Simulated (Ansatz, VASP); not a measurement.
Hf2Pd2Se2Br2O3 in VASP and in Ansatz

The input INCAR:

```
PREC     = Accurate       # precision mode
ENCUT    = 520            # plane-wave cutoff, eV
EDIFF    = 1E-7           # SCF threshold, eV
ISMEAR   = -1             # smearing method
SIGMA    = 0.05           # smearing width, eV
LREAL    = F              # projectors in reciprocal space
LASPH    = T              # aspherical terms in the spheres
NELM     = 100            # most SCF steps
ALGO     = Normal         # electronic algorithm
ISIF     = 2              # what is computed and relaxed
LWAVE    = F              # write WAVECAR
LCHARG   = F              # write CHGCAR
GGA      = PE             # functional
NBANDS   = 53             # bands
KPAR     = 4
```

KPOINTS

```
Automatic mesh
0
Gamma
  8 8 2
```

File POSCAR:

```
Hf2Pd2Se2Br2O3
1.0
    7.7354558154     -1.7432422386     -1.1988199721
    7.7354558154      1.7432422386     -1.1988199721
   -2.0641653745      0.0000000000     13.3075277325
Hf Pd Se Br O
2 2 2 2 3
Direct
    0.9451400000      0.9451400000      0.0614400000
    0.6062800000      0.6062800000      0.2830900000
    0.1792000000      0.1792000000      0.5096400000
    0.3228600000      0.3228600000      0.7430700000
    0.9223200000      0.9223200000      0.8456600000
    0.7899100000      0.7899100000      0.5880000000
    0.5864500000      0.5864500000      0.0452000000
    0.2460400000      0.2460400000      0.2865100000
    0.5970100000      0.5970100000      0.4212700000
    0.3855400000      0.3855400000      0.0730200000
    0.0309400000      0.0309400000      0.2216900000
```

Contents of input.yaml:

```yaml
crystal:
  lattice:
    - [7.7354558154, -1.7432422386, -1.1988199721]
    - [7.7354558154, 1.7432422386, -1.1988199721]
    - [-2.0641653745, 0.0, 13.3075277325]
  atoms:
    - { symbol: Hf, position: [0.94514, 0.94514, 0.06144] }
    - { symbol: Hf, position: [0.60628, 0.60628, 0.28309] }
    - { symbol: Pd, position: [0.1792, 0.1792, 0.50964] }
    - { symbol: Pd, position: [0.32286, 0.32286, 0.74307] }
    - { symbol: Se, position: [0.92232, 0.92232, 0.84566] }
    - { symbol: Se, position: [0.78991, 0.78991, 0.588] }
    - { symbol: Br, position: [0.58645, 0.58645, 0.0452] }
    - { symbol: Br, position: [0.24604, 0.24604, 0.28651] }
    - { symbol: O, position: [0.59701, 0.59701, 0.42127] }
    - { symbol: O, position: [0.38554, 0.38554, 0.07302] }
    - { symbol: O, position: [0.03094, 0.03094, 0.22169] }
hamiltonian:
  xc: pbe
  pseudopotentials: { kind: paw }
kpoints:
  mp_grid: { grid: [8, 8, 2] }
scf:
  occupations: { method: fermi_dirac, width: 0.05 }
output:
  forces: true
  stress: true
  eigenvalues: true
  write_density: true
  write_potential: true
  elf: true
  volumetric_format: npy
```

Change from the starting cell: volume scaled by 1.06.

Alike in both runs: task single point; functional PBE; k mesh 8 × 8 × 2; occupations fermi-dirac, width 0.05 eV; no spin polarisation.

|  | VASP | Ansatz |
| --- | --- | --- |
| version | VASP 6.6.1 | Ansatz 0.2.0 |
| potentials or method | VASP PAW PBE potentials, release 64 (Hf_pv, Pd, Se, Br, O) | Ansatz PAW |
| plane-wave cutoff (eV) | 520 | 420 |
| valence electrons in the cell | 84 | 152 |

Ansatz gave:

```
gap on the k mesh at the Fermi level (eV)       : 0.78
least direct gap on the mesh (eV)               : 0.82
pressure (GPa)                                  : -3.4
largest component of the traceless stress (GPa) : 1.12
rms of the force components (eV/Å)              : 0.335
```

**Question.** Which values does VASP return?

**Answer.** gap on the k mesh at the Fermi level (eV): 0.77; least direct gap on the mesh (eV): 0.80; pressure (GPa): -3.8; largest component of the traceless stress (GPa): 1.22; rms of the force components (eV/Å): 0.372.

Atom by atom the forces differ by 0.046 eV/Å (rms over components). With one functional, cell and mesh, what is left measures potentials, basis and numerics. The two sets of potentials don't hold the same shells in valence.

Caveats: spin-orbit coupling is left out, which moves the levels of the heavy elements; forces of over 1 eV/Å show positions far from the minimum, so gaps and moduli don't describe the material at rest. A k mesh can miss the band edges.
